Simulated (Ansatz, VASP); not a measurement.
One calculation of CdSeS3, two programs

INCAR

```
PREC     = Accurate       # precision mode
ENCUT    = 600            # plane-wave cutoff, eV
EDIFF    = 1E-7           # SCF threshold, eV
ISMEAR   = 0              # smearing method
SIGMA    = 0.1            # smearing width, eV
LREAL    = F              # projectors in reciprocal space
LASPH    = T              # aspherical terms in the spheres
NELM     = 60             # most SCF steps
ALGO     = Normal         # electronic algorithm
ISIF     = 3              # what is computed and relaxed
LWAVE    = F              # write WAVECAR
LCHARG   = F              # write CHGCAR
GGA      = PE             # functional
IBRION   = 2              # ionic algorithm
NSW      = 90             # ionic steps
EDIFFG   = -0.04          # ionic threshold
```

KPOINTS

```
regular mesh
0
Gamma
  4 4 4
```

The input POSCAR:

```
CdSeS3
1.0
    5.1573691300      0.0000000000      0.0000000000
    0.0000000000      5.1573691300      0.0000000000
    0.0000000000      0.0000000000      5.1573691300
Cd Se S
1 1 3
Direct
    0.0000000000      0.0000000000      0.0000000000
    0.5000000000      0.5000000000      0.5000000000
    0.5000000000      0.5000000000      0.0000000000
    0.0000000000      0.5000000000      0.5000000000
    0.5000000000      0.0000000000      0.5000000000
```

Input for Ansatz:

```yaml
crystal:
  lattice:
    - [5.15736913, 0.0, 0.0]
    - [0.0, 5.15736913, 0.0]
    - [0.0, 0.0, 5.15736913]
  atoms:
    - { symbol: Cd, position: [0.0, 0.0, 0.0] }
    - { symbol: Se, position: [0.5, 0.5, 0.5] }
    - { symbol: S, position: [0.5, 0.5, 0.0] }
    - { symbol: S, position: [0.0, 0.5, 0.5] }
    - { symbol: S, position: [0.5, 0.0, 0.5] }
basis:
  ecutwfc: 420
kpoints:
  mp_grid: { grid: [4, 4, 4] }
hamiltonian:
  xc: pbe
scf:
  occupations: { method: gaussian, width: 0.1 }
  lower_state_search: "off"
output:
  forces: true
  stress: true
  eigenvalues: true
relax:
  adjacent_minimum: "off"
  f_tol: 0.04
  max_steps: 70
  cell: { stress_tol: 0.4 }
```

Change from the starting cell: species swapped into the La3AlN type (Pm-3m, No. 221).

Alike in both runs: task relaxation of cell and atoms; functional PBE; k mesh 4 × 4 × 4; occupations gaussian, width 0.1 eV; no spin polarisation.

|  | VASP | Ansatz |
| --- | --- | --- |
| version | VASP 6.6.1 | Ansatz 0.2.0 |
| potentials or method | VASP PAW PBE potentials, release 64 (Cd, Se, S) | scalar-relativistic, plane waves, PAW |
| plane-wave cutoff (eV) | 600 | 420 |
| valence electrons in the cell | 36 | 54 |

Ansatz gave:

```
gap on the k mesh at the Fermi level, each at its own relaxed structure (eV) : none
relaxed volume (Å³/atom)                                                     : 22.60
relaxed cell length with the largest relative difference (Å)                 : 4.834
energy change over the relaxation (meV/atom)                                 : -118
```

Which values does VASP return?

gap on the k mesh at the Fermi level, each at its own relaxed structure (eV): none; relaxed volume (Å³/atom): 22.50; relaxed cell length with the largest relative difference (Å): 4.828; energy change over the relaxation (meV/atom): -119.

A gap of «none» marks a metal or a gap that the smearing closes. The two sets of potentials don't hold the same shells in valence.

Caveats: the volume moved by over 15 % at a fixed basis, so the end points are rough (VASP).
